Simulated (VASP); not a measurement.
Data:

```xyz
1
Lattice="3.8121 0.0000 0.0000 0.0000 3.8121 0.0000 0.0000 0.0000 3.8121" Properties=species:S:1:pos:R:3 pbc="T T T"
Sr     0.0000     0.0000     0.0000
```

The numbers are results of r2SCAN meta-GGA, VASP's PBE PAW potentials (set 64) (plane waves; VASP 6.6.1), not measurements. Numerical set-up: 400 eV cut-off, 11×11×11 Γ-centred mesh, tetrahedra with Blöchl corrections, potentials Sr_sv.

**Question.** Give the energies of bands 5 to 8 at the high-symmetry points, in eV from the Fermi level.

**Answer.** 
```tsv
band	Γ	X	M	R
5	-3.62	-1.11	-0.60	0.56
6	0.92	-0.33	1.07	0.56
7	0.92	1.57	2.47	0.56
8	5.38	3.39	2.47	4.71
```

It has no gap at this level: it comes out as a metal or semimetal.

The structure was generated: Sr was put into the simple-cubic type (Pm-3m), which need not be its known phase. It was relaxed first, which changed the volume by -12 %.
